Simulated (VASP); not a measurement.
## ScBS3: single point with PBEsol

Crystal: ScBS3.

```
Sc B S
1.0
     4.18098    0.00000    0.00000
     0.00000    4.18098    0.00000
     0.00000    0.00000    4.18098
Sc B S
1 1 3
Direct
  0.00000 0.00000 0.00000
  0.50000 0.50000 0.50000
  0.50000 0.50000 0.00000
  0.50000 0.00000 0.50000
  0.00000 0.50000 0.50000
```

The cell comes from a database or a generator and needn't be the stable form of this composition.

```json
{
 "Program": "VASP 6.6.1",
 "Task": "single point",
 "Functional": "PBEsol",
 "Potentials or basis": "VASP PAW PBE potentials, release 64 (Sc_sv, B, S)",
 "Cutoff": "520 eV",
 "k mesh": "4 × 4 × 4",
 "Occupations": "gaussian, width 0.05 eV",
 "Spin": "no spin polarisation",
 "Dipole correction": "no",
 "Further INCAR settings": "ALGO = Normal; EDIFF = 1e-07; NBANDS = 24"
}
```

```
Pressure               : 0.1 GPa
Band gap on the k mesh : none (metal or under the smearing width)
```

Levels at points of the mesh, in eV from the Fermi level:
| k point | band 14 | band 15 | band 16 | band 17 | band 18 | band 19 |
| --- | --- | --- | --- | --- | --- | --- |
| (0.00, 0.00, 0.00) | -1.02 | -0.41 | -0.41 | -0.41 | 1.00 | 1.00 |
| (0.50, 0.00, 0.00) | -2.70 | -1.22 | -1.22 | 1.33 | 1.44 | 2.86 |
| (0.50, 0.50, 0.00) | -2.44 | 0.08 | 0.59 | 1.77 | 1.84 | 2.70 |
| (0.50, 0.50, 0.50) | 1.41 | 1.41 | 1.41 | 1.55 | 1.77 | 1.77 |

Wall time 9.7 s on 1 thread of Intel(R) Xeon(R) Platinum 8488C (Sapphire Rapids), on a shared host, peak memory 0.17 GiB.

Caveat: the k mesh is coarse (spacing up to 0.38 Å⁻¹), so the values aren't converged; the PAW data sets were made with another functional, which shifts forces and pressure a little.
